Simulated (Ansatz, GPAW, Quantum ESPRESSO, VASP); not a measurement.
## Code comparison for Ta2Co (I4/mcm, 6 atoms in the cell)

Self-consistent single point.

```
Ta2Co
1.0
   -3.04214     3.04214     2.48276
    3.04214    -3.04214     2.48276
    3.04214     3.04214    -2.48276
Ta Co
4 2
Cartesian
  4.02384   0.98170   0.00000
 -0.98170   2.06044   2.48276
  2.06044   0.98170   2.48276
  0.98170   2.06044   0.00000
  0.00000   0.00000   3.72414
  0.00000   0.00000   1.24138
```

Shared settings, as Ansatz (a program for electronic structure) writes them: kpoints.mp_grid.grid = 6 6 6; scf.occupations.method = fermi_dirac; scf.occupations.width = 0.1 eV. Potentials and cutoffs stand in the table.

```json
[
 {"code": "VASP", "model": "LDA (PZ), VASP's LDA PAW potentials (set 64)", "pressure (GPa)": "-9.58", "largest force (eV/Å)": "0.027", "cutoff": "300 eV"},
 {"code": "Quantum ESPRESSO", "model": "LDA (PZ), PSlibrary PAW (LDA) pseudopotentials", "pressure (GPa)": "-10.54", "largest force (eV/Å)": "0.034", "cutoff": "55 Ry"},
 {"code": "GPAW", "model": "LDA (Perdew-Wang 92), GPAW PAW datasets LDA (gpaw-data 1.0.1)", "pressure (GPa)": "-9.46", "largest force (eV/Å)": "0.021", "cutoff": "800 eV"},
 {"code": "Ansatz", "model": "LDA (PW92), PAW files made with PBE", "pressure (GPa)": "-9.62", "largest force (eV/Å)": "0.031", "cutoff": "default"}
]
```

On Ansatz's run: spin-orbit coupling is off. Spin polarisation is off.

The spread over the programs that give each value: pressure within 1.08 GPa; largest force within 0.013 eV/Å.

Ansatz's pressure is given at a fixed set of plane waves, as the other plane-wave codes print theirs; with its correction for the finite basis it is -9.58 GPa. The same LDA comes in different parametrisations, which differ slightly.

VASP's run is marked for a possible Pulay error in its stress at this cutoff; no cutoff test was made.

The starting cell comes from a database of computed structures (which also holds hypothetical and non-ambient phases and stackings), without a prior relaxation at this level.

Left out of this page: CP2K, Elk, FLEUR and SIESTA (not drawn, or without a comparable value).

Keys are those of Ansatz 0.2.
